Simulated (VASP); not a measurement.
Calculation: r2SCAN meta-GGA, VASP's PBE PAW potentials (set 64) (plane waves; VASP 6.6.1).

Input for VASP

### KPOINTS
```
Automatic mesh
0
Gamma
8 8 12
0 0 0
```

**INCAR**
```
SYSTEM = Ni
PREC = Accurate
ENCUT = 400
EDIFF = 1E-6
NELM = 100
ALGO = Normal
LREAL = .FALSE.
LASPH = .TRUE.
ISMEAR = 1
SIGMA = 0.1
METAGGA = R2SCAN
LMIXTAU = .TRUE.
LMAXMIX = 4
ISPIN = 2
MAGMOM = 2.0 2.0 2.0
LORBIT = 10
LWAVE = .FALSE.
LCHARG = .FALSE.
IBRION = 2
ISIF = 3
NSW = 60
EDIFFG = -0.02
```

POSCAR:
```
Ni
1
    3.9212299609     0.0000000037     0.0000000000
   -1.9606154740     3.3958848273    -0.0000000000
    0.0000000000     0.0000000000     2.3790200891
Ni
3
Direct
  0.0000000000   1.0000000000   0.0000000000
  0.3333330000   0.6666670000   0.5000000000
  0.6666670000   0.3333330000   0.5000000000
```

POTCAR, in this order: Ni (PBE.64 set). Program: vasp_std.

The resulting files:

### OSZICAR
```
       N       E                     dE             d eps       ncg     rms          rms(c)
DAV:   1     0.134444348980E+03    0.13444E+03   -0.12088E+04  6432   0.170E+03
DAV:   2    -0.345271877329E+02   -0.16897E+03   -0.15944E+03  6202   0.303E+02
DAV:   3    -0.413807411123E+02   -0.68536E+01   -0.67106E+01  6790   0.865E+01
DAV:   4    -0.414742399209E+02   -0.93499E-01   -0.93463E-01  8278   0.877E+00
DAV:   5    -0.414760540988E+02   -0.18142E-02   -0.18141E-02  7214   0.105E+00    0.205E+01
DAV:   6    -0.377258052015E+02    0.37502E+01   -0.37228E+01  6838   0.114E+02    0.189E+01
DAV:   7    -0.377628931182E+02   -0.37088E-01   -0.21127E+01  7186   0.115E+02    0.244E+01
DAV:   8    -0.354305278274E+02    0.23324E+01   -0.12625E+01  7416   0.604E+01    0.534E+00
DAV:   9    -0.354004777260E+02    0.30050E-01   -0.88732E-01  8238   0.172E+01    0.244E+00
DAV:  10    -0.354010050682E+02   -0.52734E-03   -0.89427E-02  6816   0.452E+00    0.124E+00
DAV:  11    -0.353977402270E+02    0.32648E-02   -0.34738E-02  7776   0.320E+00    0.338E-01
DAV:  12    -0.354006221590E+02   -0.28819E-02   -0.58972E-03  7468   0.103E+00    0.276E-01
DAV:  13    -0.354014935987E+02   -0.87144E-03   -0.23185E-03  8444   0.622E-01    0.210E-01
DAV:  14    -0.354024478897E+02   -0.95429E-03   -0.18434E-03  9484   0.547E-01    0.180E-01
DAV:  15    -0.354034633695E+02   -0.10155E-02   -0.25915E-03  8950   0.711E-01    0.161E-01
DAV:  16    -0.354038468608E+02   -0.38349E-03   -0.91346E-04  8694   0.812E-01    0.863E-02
DAV:  17    -0.354037835611E+02    0.63300E-04   -0.59320E-04  8870   0.315E-01    0.385E-02
DAV:  18    -0.354038817647E+02   -0.98204E-04   -0.10836E-04  8094   0.173E-01    0.131E-02
DAV:  19    -0.354038861724E+02   -0.44077E-05   -0.34492E-05  8842   0.122E-01    0.563E-03
DAV:  20    -0.354038888014E+02   -0.26289E-05   -0.42529E-06  6042   0.304E-02    0.409E-03
DAV:  21    -0.354038894639E+02   -0.66257E-06   -0.42923E-07  3452   0.173E-02
   1 F= -.35403889E+02 E0= -.35403979E+02  d E =-.354039E+02  mag=     2.1132
       N       E                     dE             d eps       ncg     rms          rms(c)
DAV:   1    -0.358402135004E+02   -0.43632E+00   -0.41158E+00  6286   0.333E+01    0.555E+00
DAV:   2    -0.355496502679E+02    0.29056E+00   -0.26828E+00  6916   0.288E+01    0.416E+00
DAV:   3    -0.356685078657E+02   -0.11886E+00   -0.23301E+00  7186   0.324E+01    0.768E+00
DAV:   4    -0.354054279997E+02    0.26308E+00   -0.91364E-01  7238   0.248E+01    0.103E+00
DAV:   5    -0.354054551815E+02   -0.27182E-04   -0.38800E-02  6876   0.219E+00    0.416E-01
DAV:   6    -0.354038085329E+02    0.16466E-02   -0.30153E-03  8004   0.702E-01    0.162E-01
DAV:   7    -0.354038802031E+02   -0.71670E-04   -0.38735E-04  6996   0.285E-01    0.880E-02
DAV:   8    -0.354039579120E+02   -0.77709E-04   -0.53877E-05  8660   0.950E-02    0.465E-02
DAV:   9    -0.354039737638E+02   -0.15852E-04   -0.17493E-05  6702   0.520E-02    0.158E-02
DAV:  10    -0.354039820920E+02   -0.83282E-05   -0.36840E-06  5506   0.338E-02    0.435E-03
DAV:  11    -0.354039813924E+02    0.69956E-06   -0.53292E-07  3374   0.124E-02
   2 F= -.35403981E+02 E0= -.35404171E+02  d E =-.919285E-04  mag=     2.1339
       N       E                     dE             d eps       ncg     rms          rms(c)
DAV:   1    -0.355140889220E+02   -0.11011E+00   -0.98857E-01  6316   0.160E+01    0.274E+00
DAV:   2    -0.354452778994E+02    0.68811E-01   -0.62981E-01  6904   0.148E+01    0.221E+00
DAV:   3    -0.354931016264E+02   -0.47824E-01   -0.56346E-01  7126   0.185E+01    0.544E+00
DAV:   4    -0.354083579740E+02    0.84744E-01   -0.37844E-01  7282   0.134E+01    0.503E-01
DAV:   5    -0.354086921014E+02   -0.33413E-03   -0.94560E-03  6450   0.122E+00    0.235E-01
DAV:   6    -0.354081753312E+02    0.51677E-03   -0.57747E-04  8760   0.304E-01    0.752E-02
DAV:   7    -0.354081911050E+02   -0.15774E-04   -0.14113E-04  7356   0.152E-01    0.378E-02
DAV:   8    -0.354081888941E+02    0.22109E-05   -0.24739E-05  6584   0.889E-02    0.167E-02
DAV:   9    -0.354081909613E+02   -0.20672E-05   -0.65308E-06  6786   0.403E-02    0.700E-03
DAV:  10    -0.354081883722E+02    0.25891E-05   -0.47948E-07  3314   0.131E-02    0.295E-03
DAV:  11    -0.354081884138E+02   -0.41549E-07   -0.16116E-07  3230   0.766E-03
   3 F= -.35408188E+02 E0= -.35408344E+02  d E =-.429895E-02  mag=     2.1252
       N       E                     dE             d eps       ncg     rms          rms(c)
DAV:   1    -0.354082337829E+02   -0.45411E-04   -0.41200E-04  6352   0.330E-01    0.556E-02
DAV:   2    -0.354082030809E+02    0.30702E-04   -0.26331E-04  6928   0.298E-01    0.449E-02
DAV:   3    -0.354082194255E+02   -0.16345E-04   -0.23220E-04  7124   0.373E-01    0.926E-02
DAV:   4    -0.354081882757E+02    0.31150E-04   -0.12129E-04  7308   0.277E-01    0.926E-03
DAV:   5    -0.354081891790E+02   -0.90332E-06   -0.36025E-06  5398   0.207E-02
   4 F= -.35408189E+02 E0= -.35408344E+02  d E =-.429972E-02  mag=     2.1250
       N       E                     dE             d eps       ncg     rms          rms(c)
DAV:   1    -0.354333384436E+02   -0.25150E-01   -0.24535E-01  6310   0.801E+00    0.136E+00
DAV:   2    -0.354161425198E+02    0.17196E-01   -0.15549E-01  6910   0.730E+00    0.108E+00
DAV:   3    -0.354267954261E+02   -0.10653E-01   -0.13328E-01  7110   0.907E+00    0.250E+00
DAV:   4    -0.354071209810E+02    0.19674E-01   -0.79236E-02  7296   0.670E+00    0.236E-01
DAV:   5    -0.354072273901E+02   -0.10641E-03   -0.21944E-03  6310   0.553E-01    0.110E-01
DAV:   6    -0.354071084270E+02    0.11896E-03   -0.12052E-04  8926   0.130E-01    0.359E-02
DAV:   7    -0.354071104015E+02   -0.19745E-05   -0.26381E-05  6978   0.675E-02    0.188E-02
DAV:   8    -0.354071055654E+02    0.48361E-05   -0.50173E-06  6346   0.373E-02    0.797E-03
DAV:   9    -0.354071063315E+02   -0.76607E-06   -0.13727E-06  3716   0.179E-02
   5 F= -.35407106E+02 E0= -.35407229E+02  d E =-.321687E-02  mag=     2.1196
       N       E                     dE             d eps       ncg     rms          rms(c)
DAV:   1    -0.354321790272E+02   -0.25073E-01   -0.22796E-01  6310   0.778E+00    0.132E+00
DAV:   2    -0.354167344174E+02    0.15445E-01   -0.15084E-01  6916   0.700E+00    0.108E+00
DAV:   3    -0.354262208077E+02   -0.94864E-02   -0.13879E-01  7112   0.886E+00    0.212E+00
DAV:   4    -0.354082152786E+02    0.18006E-01   -0.68972E-02  7316   0.663E+00    0.220E-01
DAV:   5    -0.354082544504E+02   -0.39172E-04   -0.20992E-03  6460   0.476E-01    0.976E-02
DAV:   6    -0.354081708035E+02    0.83647E-04   -0.98170E-05  8844   0.115E-01    0.337E-02
DAV:   7    -0.354081728585E+02   -0.20550E-05   -0.19780E-05  6480   0.618E-02    0.188E-02
DAV:   8    -0.354081833143E+02   -0.10456E-04   -0.34630E-06  5962   0.301E-02    0.795E-03
DAV:   9    -0.354081835581E+02   -0.24381E-06   -0.12634E-06  3686   0.148E-02
   6 F= -.35408184E+02 E0= -.35408337E+02  d E =-.429409E-02  mag=     2.1248
       N       E                     dE             d eps       ncg     rms          rms(c)
DAV:   1    -0.354087943887E+02   -0.61107E-03   -0.16632E-02  6928   0.104E+00    0.175E-01
DAV:   2    -0.354087833360E+02    0.11053E-04   -0.26292E-03  7306   0.125E+00    0.349E-01
DAV:   3    -0.354083962336E+02    0.38710E-03   -0.29763E-03  7254   0.139E+00    0.147E-01
DAV:   4    -0.354082933245E+02    0.10291E-03   -0.35805E-04  8552   0.407E-01    0.408E-02
DAV:   5    -0.354082809261E+02    0.12398E-04   -0.52110E-05  7200   0.107E-01    0.129E-02
DAV:   6    -0.354082803045E+02    0.62162E-06   -0.40408E-06  5924   0.285E-02
   7 F= -.35408280E+02 E0= -.35408461E+02  d E =-.967465E-04  mag=     2.1261
```

### OUTCAR
```
------------------------ aborting loop because EDIFF is reached ----------------------------------------
  FORCE on cell =-STRESS in cart. coord.  units (eV):
  Direction    XX          YY          ZZ          XY          YZ          ZX
  --------------------------------------------------------------------------------------
  Total        0.0054224      0.0054224      0.0189804     -0.0000000     -0.0000000     -0.0000000
  in kB        0.2706028      0.2706028      0.9472018     -0.0000000     -0.0000000     -0.0000000
  external PRESSURE =       0.4961358 kB  Pullay stress =       0.0000000 kB
  volume of cell :       32.10
      direct lattice vectors                 reciprocal lattice vectors
     3.933632724  0.000000002  0.000000000     0.254217938  0.146772829 -0.000000000
    -1.966816858  3.406625936 -0.000000000    -0.000000000  0.293545584  0.000000000
     0.000000000 -0.000000000  2.395819862    -0.000000000  0.000000000  0.417393651
 POSITION                                       TOTAL-FORCE (eV/Angst)
 -----------------------------------------------------------------------------------
     -1.96682      3.40663      2.39582        -0.000000      0.000000      0.000000
     -0.00000      2.27109      1.19791         0.000000      0.000000     -0.000000
      1.96682      1.13554      1.19791         0.000000     -0.000000      0.000000
 -----------------------------------------------------------------------------------
    total drift:                                0.000000      0.000000      0.000000
  FREE ENERGIE OF THE ION-ELECTRON SYSTEM (eV)
  ---------------------------------------------------
  free  energy   TOTEN  =       -35.4082803045 eV

  energy  without entropy=      -35.4088209179  energy(sigma->0) =      -35.40846051

 total charge

# of ion       s       p       d       tot
------------------------------------------
    1        0.501   0.515   8.312   9.329
    2        0.537   0.538   8.351   9.426
    3        0.537   0.538   8.351   9.426
--------------------------------------------------
tot          1.575   1.592  25.013  28.180

 magnetization (x)

# of ion       s       p       d       tot
------------------------------------------
    1       -0.005  -0.039   0.762   0.718
    2       -0.011  -0.040   0.782   0.731
    3       -0.011  -0.040   0.782   0.731
--------------------------------------------------
tot         -0.027  -0.119   2.326   2.180

 reached required accuracy - stopping structural energy minimisation
```
(Selected blocks of OUTCAR.)

**CONTCAR**
```
Ni
   1.00000000000000
     3.9336327235564705    0.0000000019254983    0.0000000000000000
    -1.9668168584362216    3.4066259363777958   -0.0000000000000000
     0.0000000000000000   -0.0000000000000000    2.3958198617023698
  Ni
     3
Direct
     0.0000000000000000    1.0000000000000000    1.0000000000000000
     0.3333330000000032    0.6666669999999968    0.5000000000000000
     0.6666669999999968    0.3333330000000032    0.5000000000000000
```

The structure was generated: Ni was put into the omega type (P6/mmm), which need not be its known phase. This run relaxes it. Symmetry was kept, so distortions that lower it aren't found. The start is the result of an earlier pass.
